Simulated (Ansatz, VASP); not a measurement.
# AlPt3C in two plane-wave programs, part 2 of 3

Aim: how closely do two programs agree when they are given the same cell, functional and k mesh? The cell is taken from a series of runs on this material, whose earlier steps may have relaxed, scaled, displaced or heated it; both programs get it as it stands.

VASP 6.6.1 and Ansatz 0.2.0.

So far: Starting point; VASP: relaxation of cell and atoms, PBEsol, pair 1.

### 3. Ansatz: relaxation of cell and atoms, PBEsol, pair 1

Level of this step: Ansatz beside VASP: Kohn-Sham DFT, plane waves, PBEsol (Ansatz).

Ansatz runs on its PAW soft_1 files.

The same cell, functional, mesh and smearing now go to Ansatz, which takes its cutoff from its data sets.

input.yaml reads:

```yaml
crystal:
  lattice:
    - [4.1330720445, 0.0, 0.0]
    - [0.0, 4.1330720445, 0.0]
    - [0.0, 0.0, 4.1330720445]
  atoms:
    - { symbol: Al, position: [0.0, 0.0, 0.0] }
    - { symbol: Pt, position: [0.0, 0.5, 0.5] }
    - { symbol: Pt, position: [0.5, 0.0, 0.5] }
    - { symbol: Pt, position: [0.5, 0.5, 0.0] }
    - { symbol: C, position: [0.5, 0.5, 0.5] }
kpoints:
  mp_grid: { grid: [8, 8, 8] }
hamiltonian:
  xc: pbesol
  pseudopotentials: { kind: paw, azcp: { folder: soft_1 }, xc_functional: pbe }
scf:
  occupations: { method: methfessel_paxton, width: 0.2 }
output:
  forces: true
  stress: true
  eigenvalues: true
relax:
  adjacent_minimum: "off"
  f_tol: 0.001
  max_steps: 60
  cell: { stress_tol: 0.01 }
```

Run with:

```sh
$ ansatz run input.yaml --threads 4 --pin off --max-ram 10240MiB --backend cpu --events-out ev --progress --plain --runs-dir out
```

Numbers of over 12 decimals in the logs are rounded to 6 here.

What it wrote:

```text
Engine: ansatz 0.2.0, x86_64-unknown-linux-gnu
Pseudopotentials: kind: paw
Pseudopotential: Al, paw, valence charge 3, recommended cutoff 420 eV (normal), soft_1/Al.paw.azcp
Pseudopotential: Pt, paw, valence charge 18, recommended cutoff 420 eV (normal), soft_1/Pt.paw.azcp
Pseudopotential: C, paw, valence charge 4, recommended cutoff 420 eV (normal), soft_1/C.paw.azcp
Functional definition: PBEsol
  exchange = pbesol_x
  correlation = pbesol_c
Crystal: 5 atoms, lattice volume = 70.602 Å³
Basis set: ecut = 420 eV, 1357 PW (Γ), exchange–correlation on 60×60×60 points (8 copies of the dense FFT grid, shifted against one another)
Bands: 37, of which v1, the nominal top of the filled ones, is band 31 counted from 1 (30 counted from 0)
Symmetry: 48 space group operations
Space group: Pm-3m (ITA 221), of the structure as read, at distance tolerance 4.1e-5 Å
k-points: 35 of 512
Non-local potential: Al, projectors of the file, l = 0: 2, l = 1: 2, l = 2: 1
Non-local potential: Pt, projectors of the file, l = 0: 3, l = 1: 2, l = 2: 2, l = 3: 1
Non-local potential: C, projectors of the file, l = 0: 2, l = 1: 2, l = 2: 1
PAW form: soft (Blöchl's): semilocal exchange-correlation on the pseudo side does not see the compensation charge
PAW frozen core: Al, regenerated for the run's functional, and the local potential with it (the file was generated under x = pbe(κ = 0.804, μ = 0.219515), c = pbe(β = 0.066725))
PAW frozen core: Pt, regenerated for the run's functional, and the local potential with it (the file was generated under x = pbe(κ = 0.804, μ = 0.219515), c = pbe(β = 0.066725))
PAW frozen core: C, regenerated for the run's functional, and the local potential with it (the file was generated under x = pbe(κ = 0.804, μ = 0.219515), c = pbe(β = 0.066725))
PAW one-centre angular grid: Al, 110 points (default); XC on 64 Gauss nodes
PAW one-centre angular grid: Pt, 590 points (default); XC on 64 Gauss nodes
PAW one-centre angular grid: C, 110 points (default); XC on 64 Gauss nodes
Initial density: superposition of atomic densities (chi_scale 0.1, normalization cell, long waves kept (reshape's long-wave potential 0.00 eV rms))
Initial wavefunctions: pseudopotential atomic-orbital guess
Functional: x = pbesol(κ = 0.804, μ = 0.123457), c = pbesol(β = 0.046)
SCF iter   1: F=—  HF=-37928.389471 eV  |F-HF|=—  |Δ(HF+E_count)|=         —  Δρ=9.88e-2  dr2=7.82e0  ethr=3.10e-3  ⟨swp⟩=5.1  Hψ=4344  notcnv=0
preconditioner: auto → Kerker (q_TF=auto, 2.663 Å⁻¹)  [metal: Δε(μ)=0.041 eV  Ē_g=7.942 eV  σ=0.200 eV  W_gap=0.17  n_scr=26 (ndim 8)  ℏωp=26.9 eV  f_vac=0.000  D(μ)=3.77/eV (n_scr^D=32)]
SCF iter   2: F=—  HF=-37926.954094 eV  |F-HF|=—  |Δ(HF+E_count)|=    1.44e0  S|Δr|=    0.00e0  Δρ=4.96e-2  dr2=1.98e0  ethr=3.10e-3  ⟨swp⟩=2.1  Hψ=2190  notcnv=0  defer=31
SCF iter   3: F=—  HF=-37926.456771 eV  |F-HF|=—  |Δ(HF+E_count)|=   4.97e-1  S|Δr|=    0.00e0  Δρ=7.43e-3  dr2=3.25e-2  ethr=3.10e-3  ⟨swp⟩=2.0  Hψ=2098  notcnv=0  defer=31
SCF iter   4: F=—  HF=-37926.449539 eV  |F-HF|=—  |Δ(HF+E_count)|=   7.23e-3  S|Δr|=    0.00e0  Δρ=1.32e-3  dr2=1.27e-3  ethr=5.32e-5  ⟨swp⟩=1.1  Hψ=1592  notcnv=0  defer=29
SCF iter   5: F=—  HF=-37926.449260 eV  |F-HF|=—  |Δ(HF+E_count)|=   2.79e-4  S|Δr|=    0.00e0  Δρ=3.60e-4  dr2=1.15e-4  ethr=2.08e-6  ⟨swp⟩=2.1  Hψ=1714  notcnv=0  defer=29
SCF iter   6: F=—  HF=-37926.449216 eV  |F-HF|=—  |Δ(HF+E_count)|=   4.42e-5  S|Δr|=    0.00e0  Δρ=6.23e-5  dr2=3.13e-6  ethr=1.88e-7  ⟨swp⟩=2.0  Hψ=1597  notcnv=0  defer=29
SCF iter   7: F=—  HF=-37926.449205 eV  |F-HF|=—  |Δ(HF+E_count)|=   1.11e-5  S|Δr|=    0.00e0  Δρ=1.24e-5  dr2=1.12e-7  ethr=5.13e-9  ⟨swp⟩=2.0  Hψ=1770  notcnv=0  defer=29
SCF iter   8: F=-37926.449205 eV  HF=-37926.449205 eV  |F-HF|=1.46e-9  |Δ(HF+E_count)|=   1.53e-8  S|Δr|=    0.00e0  Δρ=2.15e-6  dr2=3.46e-9  ethr=1.64e-10  ⟨swp⟩=8.5  Hψ=4908  notcnv=0
SCF 1 converged in 8 iterations: F = -37926.449205 eV  dr2 = 3.46e-9
  greatest PAW one-centre occupation: 1.000 electrons in one spin orbital (limit 2), on the Pt atom at site 2 (counted from 0), in its partial waves of l = 0
relax step   1: F+E_penalty+E_count = -37926.44920488 eV  Δ(F+E_penalty+E_count) = +0.000e0 eV  max|allowed force component| = 4.270e-29 eV/Å  Δτ_max = 0.0000 Å  P = -0.054 GPa  Ω = 70.602 Å³  (8 SCF iters, dr2 threshold 1.00e-7 eV, accepted)
[...]
relax step   2: F+E_penalty+E_count = -37926.44922399 eV  Δ(F+E_penalty+E_count) = -1.911e-5 eV  max|allowed force component| = 9.604e-30 eV/Å  Δτ_max = 0.0000 Å  P = +0.031 GPa  Ω = 70.576 Å³  energy of the carried Pulay correction = +1.727e-5 eV  (4 SCF iters, dr2 threshold 7.19e-9 eV, accepted)
[...]
relax step   3: F+E_penalty+E_count = -37926.44921859 eV  Δ(F+E_penalty+E_count) = +5.406e-6 eV  max|allowed force component| = 8.809e-30 eV/Å  Δτ_max = 0.0000 Å  P = +0.000 GPa  Ω = 70.586 Å³  energy of the carried Pulay correction = +1.094e-5 eV  (3 SCF iters, dr2 threshold 2.41e-9 eV, accepted)
[...]
relax step   4: F+E_penalty+E_count = -37926.44921859 eV  Δ(F+E_penalty+E_count) = -5.457e-10 eV  max|allowed force component| = 5.824e-30 eV/Å  Δτ_max = 0.0000 Å  P = -0.000 GPa  Ω = 70.586 Å³  stress off target by 2.42e-4 GPa  SCF on the basis re-selected at this cell (its energy is not comparable with the rows above)  (5 SCF iters)
basis re-selected at this cell: Δ(F+E_penalty+E_count) = -5.457e-10 eV, ΔP = -0.000 GPa vs the last step (what re-selecting the basis moved, of the pressure what is left beyond the Pulay correction that the steps carried, after the strain that the cell walked since its last selection, with what the two solves' SCF thresholds leave and, on support functions, any second-order correction that the steps lacked; it is no  [...]
SCF converged after 5 iterations
Stability not checked: this state was not tested for a lower state beside it, because cold or Methfessel-Paxton smearing, or corrected tetrahedra, fill the levels in a way that the test cannot read (fill_not_monotonic; see scf.lower_state_search)
Free energy (F): -37926.449219 eV
Harris-Foulkes:  -37926.449219 eV  (|F-HF|=1.46e-11)
Internal energy: -37926.444465 eV  (E = F + TS)
E sigma→0 (E₀):  -37926.448030 eV
Entropy (-TS):   -0.004753 eV (-0.951 meV/atom)
Fermi energy:    18.302395 eV
--- Per-component energies (eV) ---
  E_band       = -616.201416
  E_kinetic    = 1904.397735
  E_local      = -6262.379766  (includes V_loc(G=0)·N_el)
  E_nonlocal   = 655.010102
  E_hartree    = 2479.120290
  E_xc         = -777.401753
  E_vxc        = -900.318753  (∫ρ·V_xc dr)
  E_paw        = -28590.589174  (= ΣΔE_a)
  E_vpaw       = -971.154530  (= ΣTr[D̂ρ^β])
  E_aug_tail   = 0.003225  (compensation charges beyond the density's cutoff)
  E_ewald      = -7335.506457
  E_core_change = 0.901333  (= ΣΔE_core)
  E_smearing   = -0.004753  (= −TS)
  E_closure    = 0.000000  (closes the sum)
  Σ components = -37926.449219   (vs F -37926.449219, Δ=0.00e0)
--- Forces (eV/Å), atoms counted from 1 ---
  atom   1  Al     0.00000000    -0.00000000    -0.00000000
  atom   2  Pt    -0.00000000    -0.00000000     0.00000000
  atom   3  Pt    -0.00000000    -0.00000000     0.00000000
  atom   4  Pt     0.00000000    -0.00000000    -0.00000000
  atom   5  C      0.00000000     0.00000000    -0.00000000
  max |Σ_I F_I| component: 1.66e-29 eV/Å
--- Stress (GPa, compression-positive) ---
       -0.000242       0.000000      -0.000000
        0.000000      -0.000242       0.000000
       -0.000000       0.000000      -0.000242
  P = ⅓ Tr σ = -0.0002 GPa (-0.002 kbar)
--- Band table (eV; the first three rows and the last of 35) ---
  k-point 0: bands = [... 27 lower, 17.3613, 17.3866, 17.3866, 17.3866, 19.4360, 19.4360, 19.4360, 21.0105, ... 2 higher]
  k-point 1: bands = [... 27 lower, 17.2216, 17.3870, 17.4786, 17.4786, 19.2225, 19.6929, 19.6929, 21.3439, ... 2 higher]
  k-point 2: bands = [... 27 lower, 16.8195, 17.3878, 17.7055, 17.7055, 19.3270, 20.3977, 20.3977, 21.4731, ... 2 higher]
  k-point 34: bands = [... 27 lower, 15.8710, 17.1705, 17.1705, 17.1705, 19.3489, 19.3489, 19.3489, 19.7042, ... 2 higher]
--- Relaxed structure (3 steps of the walk, 3 accepted, 1 SCFs on fresh bases) ---
  F+E_penalty+E_count = -37926.44921859 eV   max|allowed force component| = 5.824e-30 eV/Å   (the final SCF, on the basis selected at the relaxed cell)
  cell:  # Å, volume = 70.5858 Å³
    - [4.132750, 0, 0]
    - [0, 4.132750, 0]
    - [0, 0, 4.132750]
  atoms:
    - { symbol: Al, position: [0, 0, 0] }
    - { symbol: Pt, position: [0, 0.5, 0.5] }
    - { symbol: Pt, position: [0.5, 0, 0.5] }
    - { symbol: Pt, position: [0.5, 0.5, 0] }
    - { symbol: C, position: [0.5, 0.5, 0.5] }
```

### 4. Side by side

Known differences besides the potentials themselves: the data sets hold 61 valence electrons in Ansatz (on its PAW soft_1 files) and 37 in VASP; the cutoff is 420 eV in Ansatz and 600 eV in VASP; Ansatz makes its cores anew for this functional, VASP keeps those of its PBE data sets; Ansatz adds a Pulay correction to the stress that steers its cell, VASP none. Total energies have different zeros and are not compared.

Compared:

```tsv
quantity	Ansatz	VASP	difference
volume (Å³)	70.59	70.65	-0.09 %
edge a after relaxation, in the typed setting (Å)	4.133	4.134	-0.03 %
```

### 5. VASP: relaxation of cell and atoms, PBEsol, pair 2

The relaxed volume is the usual yardstick between codes: in a stiff, nearly cubic crystal its relative difference is about their pressure difference at one cell divided by the bulk modulus. This pair takes another cell of the material, with 10 atoms against 5 for the pair before.

INCAR reads:

```
SYSTEM = AlPt3C
PREC = Accurate
ENCUT = 600
EDIFF = 1E-07
NELM = 120
ISMEAR = 1
SIGMA = 0.2
LREAL = .FALSE.
ALGO = Normal
GGA = PS
NBANDS = 47
LASPH = .TRUE.
LORBIT = 11
LWAVE = .FALSE.
LCHARG = .FALSE.
ISIF = 3
IBRION = 2
NSW = 80
EDIFFG = -0.005
GGA_COMPAT = .FALSE.
NELMIN = 4
KPAR = 2
```

POSCAR reads:

```
AlPt3C
1.0
    4.1567460000     -4.2252390000      0.0000000000
    4.1567460000      4.2252390000      0.0000000000
    0.0000000000      0.0000000000      4.0389120000
Al Pt C
2 6 2
Direct
    0.7452811646      0.7452811646      0.0000000000
    0.2547188354      0.2547188354      0.0000000000
    0.2903997857      0.7096002143      0.0000000000
    0.7096002143      0.2903997857      0.0000000000
    0.0000000000      0.0000000000      0.5000000000
    0.5000000000      0.5000000000      0.5000000000
    0.5000000000      0.0000000000      0.5000000000
    0.0000000000      0.5000000000      0.5000000000
    0.2460737724      0.7539262276      0.5000000000
    0.7539262276      0.2460737724      0.5000000000
```

KPOINTS reads:

```
Automatic mesh
0
Gamma
6 6 10
0 0 0
```

PAW data sets: Al, Pt and C (PBE family, release 64).

Run with:

```sh
$ mpirun -np 2 vasp_std
```

What it wrote:

```text
[banner, memory and clock lines left out]
running    2 mpi-ranks, on    1 nodes
[...]
[... a notice as in an earlier step ...]

 LDA part: xc-table for (Slater+PW92), standard interpolation
 POSCAR, INCAR and KPOINTS ok, starting setup
[...]
entering main loop
       N       E                     dE             d eps       ncg     rms          rms(c)
DAV:   1     0.459008322550E+03    0.45901E+03   -0.39484E+04  7332   0.167E+03
DAV:   2    -0.439466902532E+02   -0.50296E+03   -0.47753E+03  7940   0.328E+02
DAV:   3    -0.721149260187E+02   -0.28168E+02   -0.27174E+02  9197   0.689E+01
DAV:   4    -0.727794591373E+02   -0.66453E+00   -0.66194E+00  8478   0.112E+01
[...]
DAV:  13    -0.677866187692E+02    0.16344E-04   -0.10624E-04  8412   0.604E-02    0.169E-02
DAV:  14    -0.677866189580E+02   -0.18873E-06   -0.11189E-05  8682   0.160E-02    0.735E-03
DAV:  15    -0.677866190399E+02   -0.81987E-07   -0.89968E-07  8359   0.659E-03
   1 F= -.67786619E+02 E0= -.67788240E+02  d E =-.677866E+02
[... from here on, the cycles between the ionic steps are left out ...]
   2 F= -.67786479E+02 E0= -.67788113E+02  d E =0.140438E-03
   3 F= -.67786687E+02 E0= -.67788313E+02  d E =-.679667E-04
   4 F= -.67786687E+02 E0= -.67788313E+02  d E =-.679837E-04
   5 F= -.67786702E+02 E0= -.67788339E+02  d E =-.150475E-04
 trial-energy change:   -0.000015  1 .order   -0.000015   -0.000023   -0.000007
 step:   1.2882(harm=  1.2882)  dis= 0.00061  next Energy=   -67.786704 (dE=-0.166E-04)
 reached required accuracy - stopping structural energy minimisation
```

From OUTCAR (step 5):

```text
  Total        0.0085133     -0.0143750     -0.0055009      0.0000000      0.0000000      0.0000000
  in kB        0.0960653     -0.1622091     -0.0620725      0.0000000      0.0000000      0.0000000
  external PRESSURE =      -0.0427388 kB  Pullay stress =       0.0000000 kB

 POSITION                                       TOTAL-FORCE (eV/Angst)
 -----------------------------------------------------------------------------------
      6.19923      0.00000      0.00000        -0.002337     -0.000000      0.000000
      2.11888      0.00000      0.00000         0.002337     -0.000000      0.000000
      4.15905      1.77067      4.03987         0.000000     -0.002869     -0.000000
      4.15905     -1.77067      0.00000         0.000000      0.002869      0.000000
      4.15905      4.22525      2.01993         0.000000     -0.000000      0.000000
      4.15905      0.00000      2.01993         0.000000     -0.000000      0.000000
      6.23858      2.11263      2.01993        -0.000000     -0.000000      0.000000
      2.07953      2.11263      2.01993         0.000000     -0.000000      0.000000
      4.15905      2.14582      2.01993         0.000000     -0.002504      0.000000
      4.15905     -2.14582      2.01993         0.000000      0.002504      0.000000
 -----------------------------------------------------------------------------------
    total drift:                               -0.000000     -0.000000     -0.000000

  FREE ENERGIE OF THE ION-ELECTRON SYSTEM (eV)
  ---------------------------------------------------
  free  energy   TOTEN  =       -67.7867020711 eV

  energy  without entropy=      -67.7916140213  energy(sigma->0) =      -67.78833939

[... 1 part as in an earlier step ...]

[... 3 further parts left out ...]
[key lines of the parts left out:]
E-fermi :  10.0656
```

The run keeps the 8 symmetry operations of its start, so it cannot find a distortion of lower symmetry.

### 6. Ansatz: relaxation of cell and atoms, PBEsol, pair 2

The same cell, functional, mesh and smearing now go to Ansatz, which takes its cutoff from its data sets.

The cell is taken from a series of runs on this material, whose earlier steps may have relaxed, scaled, displaced or heated it; both programs get it as it stands.

input.yaml, the sections that differ from step 3:

```yaml
crystal:
  lattice:
    - [4.1567460034, -4.2252391472, 0.0]
    - [4.1567460034, 4.2252391472, 0.0]
    - [0.0, 0.0, 4.038912167]
  atoms:
    - { symbol: Al, position: [0.7452811762, 0.7452811762, 0.0] }
    - { symbol: Al, position: [0.2547188238, 0.2547188238, 0.0] }
    - { symbol: Pt, position: [0.2903998307, 0.7096001693, 0.0] }
    - { symbol: Pt, position: [0.7096001693, 0.2903998307, 0.0] }
    - { symbol: Pt, position: [0.0, 0.0, 0.5] }
    - { symbol: Pt, position: [0.5, 0.5, 0.5] }
    - { symbol: Pt, position: [0.5, 0.0, 0.5] }
    - { symbol: Pt, position: [0.0, 0.5, 0.5] }
    - { symbol: C, position: [0.246073724, 0.753926276, 0.5] }
    - { symbol: C, position: [0.753926276, 0.246073724, 0.5] }
kpoints:
  mp_grid: { grid: [6, 6, 10] }
# hamiltonian, scf, output, relax: as in step 3
```

Run with:

```sh
$ ansatz run input.yaml --threads 4 --pin off --max-ram 10240MiB --backend cpu --events-out ev --progress --plain --runs-dir out
```

What it wrote:

```text
[...]
Crystal: 10 atoms, lattice volume = 141.873 Å³
Basis set: ecut = 420 eV, 2743 PW (Γ), exchange–correlation on 80×80×54 points (8 copies of the dense FFT grid, shifted against one another)
Bands: 74, of which v1, the nominal top of the filled ones, is band 61 counted from 1 (60 counted from 0)
Symmetry: 8 space group operations
[...]
k-points: 78 of 360
[...]
- { symbol: Al, position: [0.254807, 0.254807, 0] }
    - { symbol: Pt, position: [0.290379, 0.709621, 0] }
    - { symbol: Pt, position: [0.709621, 0.290379, 0] }
    - { symbol: Pt, position: [0, 0, 0.5] }
    - { symbol: Pt, position: [0.5, 0.5, 0.5] }
    - { symbol: Pt, position: [0.5, 0, 0.5] }
    - { symbol: Pt, position: [0, 0.5, 0.5] }
    - { symbol: C, position: [0.246050, 0.753950, 0.5] }
    - { symbol: C, position: [0.753950, 0.246050, 0.5] }
[key lines of the parts left out:]
SCF converged after 5 iterations
Free energy (F): -75853.299070 eV
Fermi energy:    18.082146 eV
P = ⅓ Tr σ = 0.0022 GPa (0.022 kbar)
```

### 7. Side by side

What differs besides the data sets and the points named for the pairs above, as far as they apply: the data sets hold 122 valence electrons in Ansatz (on its PAW soft_1 files) and 74 in VASP. Total energies have different zeros and are not compared.

Compared:

```tsv
quantity	Ansatz	VASP	difference
volume (Å³)	141.88	141.99	-0.07 %
edge a after relaxation, in the typed setting (Å)	5.928	5.929	-0.02 %
edge c after relaxation, in the typed setting (Å)	4.038	4.040	-0.04 %
```

(Continued in part 3 of 3.)

[Lines on the potential files, build, host, timing and source positions are cut from VASP's logs without a mark.]

[Logs are printed without paths, hosts, clocks, repeated set-up lines and the standing remarks that a program may print on its own settings, such as how far it seeks lower states.]

[Hosts, paths, dates, database ids (printed as entryN), source tags and the programs' standing remarks are cut or masked in the printed files.]
